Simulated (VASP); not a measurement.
HfO2, 6 atoms in the cell. It takes space group P4_2/nmc (No. 137, tetragonal). The conventional cell has a = 3.540 Å, b = 3.540 Å, c = 5.155 Å, α = 90.00°, β = 90.00°, γ = 90.00°. Hf (site symmetry -4m2) has 8 O at 2.06 to 2.34 Å as nearest neighbours. Around O (site symmetry 2mm) lie 4 Hf at 2.06 to 2.34 Å. Measurements of this composition are mostly on another form, of space group No. 14.

```yaml
Program: VASP 6.6.1
Task: phonons
Functional: PBE
Potentials_or_basis: VASP PAW PBE potentials, release 64 (Hf_pv, O)
Cutoff: 600 eV
k_mesh: 6 × 6 × 4
Occupations: fermi-dirac, width 0.05 eV
Spin: no spin polarisation
By_perturbation_theory: yes
Relax_isif: 2
Further_INCAR_settings: ALGO = Fast; EDIFF = 1e-08; IBRION = 8; NSW = 1
```

Potentials or basis: VASP PAW PBE potentials, release 64 (Hf_pv, O).

The run is started by

```console
$ cat potpaw_PBE.64/Hf_pv/POTCAR potpaw_PBE.64/O/POTCAR > POTCAR
$ cp INCAR.step1 INCAR
$ mpirun -np 8 vasp_std > vasp.out
$ cp CONTCAR POSCAR
$ cp INCAR.step2 INCAR
$ mpirun -np 8 vasp_std > vasp.out
```

Hardware: 8 MPI ranks on Intel(R) Xeon(R) Platinum 8488C (Sapphire Rapids), with other jobs on the host.

Estimate the wall time of this run.

Run time: 4.2 min on 8 MPI ranks on Intel(R) Xeon(R) Platinum 8488C (Sapphire Rapids), on a shared host, peak memory 0.6 GiB a rank. Counts: scf iterations 240, k points 30, ion steps 5.
